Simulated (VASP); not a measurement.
The system is CoO.

```xyz
2
Lattice="0.0000 2.1315 2.1315 2.1315 0.0000 2.1315 2.1315 2.1315 0.0000" Properties=species:S:1:pos:R:3 pbc="T T T"
Co    0.0000    0.0000    0.0000
O     2.1315    2.1315    2.1315
```

Base run:

| Item | Value |
| --- | --- |
| Program | VASP 6.6.1 |
| Functional | PBEsol |
| Potentials or basis | VASP PAW PBE potentials, release 64 (Co, O) |
| Cutoff | 520 eV |
| k mesh | 8 × 8 × 8 |
| Occupations | gaussian, width 0.05 eV |
| Spin | collinear spin, ferromagnetic start |
| Starting moments | [2.0, 0.0] μB |

Its results: pressure -11.5 GPa; site moments Co +2.54; O +0.31 μB.

Question: The run is repeated on the same cell with these changes: further incar settings from ALGO = Fast; EDIFF = 1e-06; NBANDS = 18 to ALGO = Normal; EDIFF = 1e-07; fixed moment from none to 1 μB. What comes out?

Answer: Pressure -25.7 GPa; site moments Co +0.99; O -0.01 μB.

Caveats: the PAW data sets were made with another functional, which shifts forces and pressure a little; a cell with one magnetic atom can't hold antiferromagnetic order, which such compounds often take; the total moment is fixed, so each spin has its own Fermi level (some runs).
